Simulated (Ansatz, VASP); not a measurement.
Two plane-wave programs on GaB

INCAR

```
PREC     = Accurate       # precision mode
ENCUT    = 520            # plane-wave cutoff, eV
EDIFF    = 1E-6           # SCF threshold, eV
ISMEAR   = -1             # smearing method
SIGMA    = 0.05           # smearing width, eV
LREAL    = False          # projectors in reciprocal space
LASPH    = True           # aspherical terms in the spheres
NELM     = 60             # most SCF steps
ALGO     = Normal         # electronic algorithm
ISIF     = 2              # what is computed and relaxed
LWAVE    = False          # write WAVECAR
LCHARG   = False          # write CHGCAR
METAGGA  = R2SCAN         # meta-GGA
LMIXTAU  = True
```

KPOINTS

```
regular mesh
0
Gamma
  10 10 8
```

Contents of POSCAR:

```
GaB
1.0
    2.7182400000      0.0000000000      0.0000000000
    0.0000000000      2.7182400000      0.0000000000
    0.0000000000      0.0000000000      3.2362100000
Ga B
1 1
Direct
    0.5000000000      0.5000000000      0.5000000000
    0.0000000000      0.0000000000      0.0000000000
```

The input KPOINTS_OPT:

```
path GXMGZRAZ,XR,MA
20
line-mode
reciprocal
 0.0000000000  0.0000000000  0.0000000000  G
 0.0000000000  0.5000000000  0.0000000000  X

 0.0000000000  0.5000000000  0.0000000000  X
 0.5000000000  0.5000000000  0.0000000000  M

 0.5000000000  0.5000000000  0.0000000000  M
 0.0000000000  0.0000000000  0.0000000000  G

 0.0000000000  0.0000000000  0.0000000000  G
 0.0000000000  0.0000000000  0.5000000000  Z

 0.0000000000  0.0000000000  0.5000000000  Z
 0.0000000000  0.5000000000  0.5000000000  R

 0.0000000000  0.5000000000  0.5000000000  R
 0.5000000000  0.5000000000  0.5000000000  A

 0.5000000000  0.5000000000  0.5000000000  A
 0.0000000000  0.0000000000  0.5000000000  Z

 0.0000000000  0.5000000000  0.0000000000  X
 0.0000000000  0.5000000000  0.5000000000  R

 0.5000000000  0.5000000000  0.0000000000  M
 0.5000000000  0.5000000000  0.5000000000  A
```

The input input.yaml:

```yaml
crystal:
  lattice:
    - [2.71824, 0.0, 0.0]
    - [0.0, 2.71824, 0.0]
    - [0.0, 0.0, 3.23621]
  atoms:
    - { symbol: Ga, position: [0.5, 0.5, 0.5] }
    - { symbol: B, position: [0.0, 0.0, 0.0] }
hamiltonian:
  xc: r2scan
  pseudopotentials: { kind: paw }
kpoints:
  mp_grid: { grid: [10, 10, 8] }
  band_path:
    path:
      - [[0.0, 0.0, 0.0], [0.0, 0.5, 0.0], [0.5, 0.5, 0.0], [0.0, 0.0, 0.0], [0.0, 0.0, 0.5], [0.0, 0.5, 0.5], [0.5, 0.5, 0.5], [0.0, 0.0, 0.5]]
      - [[0.0, 0.5, 0.0], [0.0, 0.5, 0.5]]
      - [[0.5, 0.5, 0.0], [0.5, 0.5, 0.5]]
    npoints: 14
scf:
  occupations: { method: fermi_dirac, width: 0.05 }
  n_extra_bands: 6
output:
  forces: true
  stress: true
  eigenvalues: true
  fatbands: false
```

The cell was built by a generator and needn't be a form met in nature.

Alike in both runs: task band structure; functional r2SCAN; k mesh 10 × 10 × 8; occupations fermi-dirac, width 0.05 eV; no spin polarisation.

|  | VASP | Ansatz |
| --- | --- | --- |
| version | VASP 6.6.1 | Ansatz 0.2.0 |
| potentials or method | VASP PAW PBE potentials, release 64 (Ga_d, B) | Ansatz PAW |
| plane-wave cutoff (eV) | 520 | 500 |
| valence electrons in the cell | 16 | 16 |

Ansatz gave:

```
gap on the k mesh at the Fermi level (eV)       : none
pressure (GPa)                                  : -2.9
largest component of the traceless stress (GPa) : 0.26
```

**Question.** Estimate VASP's values.

**Answer.** gap on the k mesh at the Fermi level (eV): none; pressure (GPa): -2.8; largest component of the traceless stress (GPa): 0.16.

A gap of «none» marks a metal or a gap that the smearing closes.

Caveats: the PAW data sets were made with another functional, which shifts forces and pressure a little (VASP); the PAW data sets come from PBE, with cores solved anew for the run's functional, which leaves a small shift of forces and pressure (Ansatz).
